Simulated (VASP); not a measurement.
Method: vdW-DF-cx, VASP's PBE PAW potentials (set 64) (plane waves; VASP).

The input files of a VASP run:

**INCAR**
```
# general
SYSTEM    =  Eu
PREC      =  Accurate
ENCUT     =  520
LREAL     =  .FALSE.
LASPH     =  .TRUE.

# electronic loop
EDIFF     =  1E-6
NELM      =  100
ALGO      =  Normal
LMAXMIX   =  6

# smearing
ISMEAR    =  1
SIGMA     =  0.1

# functional
GGA       =  CX
LUSE_VDW  =  .TRUE.
AGGAC     =  0.0

# ions
IBRION    =  2
NSW       =  60
ISIF      =  3
EDIFFG    =  -0.01

# output
LWAVE     =  .FALSE.
LCHARG    =  .FALSE.
```

**POSCAR**
```
Eu
1
   -2.2900000000     2.2900000000     2.2900000000
    2.2900000000    -2.2900000000     2.2900000000
    2.2900000000     2.2900000000    -2.2900000000
Eu
1
Direct
  0.0000000000   0.0000000000   0.0000000000
```

**KPOINTS**
```
Automatic mesh
0
gamma
 10 10 10
0 0 0
```

POTCAR, in this order: Eu_2 (PBE.64 set). Program: vasp_std.

The resulting files:

File OSZICAR:
```
       N       E                     dE             d eps       ncg     rms          rms(c)
DAV:   1     0.122305157287E+02    0.12231E+02   -0.37382E+03   784   0.805E+02
DAV:   2     0.742660682466E+00   -0.11488E+02   -0.11338E+02  1048   0.112E+02
DAV:   3     0.553922133960E+00   -0.18874E+00   -0.18331E+00  1128   0.106E+01
DAV:   4     0.552633795249E+00   -0.12883E-02   -0.12882E-02  1120   0.114E+00
DAV:   5     0.552626989290E+00   -0.68060E-05   -0.68058E-05  1128   0.725E-02    0.634E+00
DAV:   6     0.540154597542E+00   -0.12472E-01   -0.18284E-03  1216   0.372E-01    0.379E+00
DAV:   7     0.532515331274E+00   -0.76393E-02   -0.51034E-03  1136   0.585E-01    0.548E-02
DAV:   8     0.532383356484E+00   -0.13197E-03   -0.19533E-04  1224   0.959E-02    0.145E-02
DAV:   9     0.532365469752E+00   -0.17887E-04   -0.17477E-05   880   0.255E-02    0.538E-03
DAV:  10     0.532364839129E+00   -0.63062E-06   -0.31380E-06  1328   0.127E-02
   1 F= 0.53236484E+00 E0= 0.53246653E+00  d E =0.532365E+00
       N       E                     dE             d eps       ncg     rms          rms(c)
DAV:   1     0.288425586699E+00   -0.24394E+00   -0.44598E+00   824   0.218E+01    0.189E+00
DAV:   2     0.432853390624E+00    0.14443E+00   -0.14234E-01  1136   0.372E+00    0.102E+00
DAV:   3     0.493745302703E+00    0.60892E-01   -0.17864E-01  1160   0.401E+00    0.471E-01
DAV:   4     0.493885587735E+00    0.14029E-03   -0.13339E-03   888   0.327E-01    0.230E-01
DAV:   5     0.493881836342E+00   -0.37514E-05   -0.41253E-04  1128   0.169E-01    0.171E-02
DAV:   6     0.493885352451E+00    0.35161E-05   -0.16274E-05  1256   0.354E-02    0.587E-03
DAV:   7     0.493885004237E+00   -0.34821E-06   -0.52584E-07   472   0.531E-03
   2 F= 0.49388500E+00 E0= 0.49387838E+00  d E =-.384798E-01
       N       E                     dE             d eps       ncg     rms          rms(c)
DAV:   1     0.304114985790E+00   -0.18977E+00   -0.38221E+00   800   0.204E+01    0.176E+00
DAV:   2     0.427132634293E+00    0.12302E+00   -0.12455E-01  1128   0.357E+00    0.943E-01
DAV:   3     0.478325699112E+00    0.51193E-01   -0.15153E-01  1152   0.375E+00    0.436E-01
DAV:   4     0.478419611379E+00    0.93912E-04   -0.12714E-03   856   0.310E-01    0.183E-01
DAV:   5     0.478417350115E+00   -0.22613E-05   -0.31609E-04  1144   0.161E-01    0.188E-02
DAV:   6     0.478421389362E+00    0.40392E-05   -0.14021E-05  1184   0.339E-02    0.515E-03
DAV:   7     0.478421089639E+00   -0.29972E-06   -0.40097E-07   408   0.491E-03
   3 F= 0.47842109E+00 E0= 0.47856978E+00  d E =-.539437E-01
       N       E                     dE             d eps       ncg     rms          rms(c)
DAV:   1     0.464809365170E+00   -0.13612E-01   -0.28708E-01   832   0.561E+00    0.480E-01
DAV:   2     0.473907024386E+00    0.90977E-02   -0.92735E-03  1128   0.985E-01    0.256E-01
DAV:   3     0.477696869202E+00    0.37898E-02   -0.11378E-02  1136   0.104E+00    0.120E-01
DAV:   4     0.477697504010E+00    0.63481E-06   -0.11163E-04   952   0.923E-02    0.456E-02
DAV:   5     0.477695643973E+00   -0.18600E-05   -0.23384E-05  1152   0.453E-02    0.553E-03
DAV:   6     0.477696239349E+00    0.59538E-06   -0.94208E-07   560   0.919E-03
   4 F= 0.47769624E+00 E0= 0.47791071E+00  d E =-.546686E-01
```

OUTCAR:
```
------------------------ aborting loop because EDIFF is reached ----------------------------------------
  FORCE on cell =-STRESS in cart. coord.  units (eV):
  Direction    XX          YY          ZZ          XY          YZ          ZX
  --------------------------------------------------------------------------------------
  Total        0.0020201      0.0020201      0.0020201      0.0000000      0.0000000     -0.0000000
  in kB        0.0809793      0.0809793      0.0809793      0.0000000      0.0000000     -0.0000000
  external PRESSURE =       0.0809793 kB  Pullay stress =       0.0000000 kB
  volume of cell :       39.97
      direct lattice vectors                 reciprocal lattice vectors
    -2.153862561  2.153862561  2.153862561     0.000000000  0.232141089  0.232141089
     2.153862561 -2.153862561  2.153862561     0.232141089  0.000000000  0.232141089
     2.153862561  2.153862561 -2.153862561     0.232141089  0.232141089  0.000000000
 POSITION                                       TOTAL-FORCE (eV/Angst)
 -----------------------------------------------------------------------------------
      4.30773      0.00000      0.00000        -0.000000      0.000000      0.000000
 -----------------------------------------------------------------------------------
    total drift:                                0.000000     -0.000000      0.000000
  FREE ENERGIE OF THE ION-ELECTRON SYSTEM (eV)
  ---------------------------------------------------
  free  energy   TOTEN  =         0.4776962393 eV

  energy  without entropy=        0.4783396522  energy(sigma->0) =        0.47791071

 reached required accuracy - stopping structural energy minimisation
```
(Selected blocks of OUTCAR.)

**CONTCAR**
```
Eu
   1.00000000000000
    -2.1538625614857194    2.1538625614857194    2.1538625614857194
     2.1538625614857194   -2.1538625614857194    2.1538625614857194
     2.1538625614857194    2.1538625614857194   -2.1538625614857194
  Eu
     1
Direct
     0.0000000000000000    1.0000000000000000    1.0000000000000000
```

The 4f electrons are frozen in the core of the lanthanide potential, so 4f levels, which can set the real gap, and their magnetism are missing. Energy and stress use the plane-wave basis of the starting cell.

The compound is Eu in the bcc structure. This run relaxes it. Symmetry was kept, so distortions that lower it aren't found.
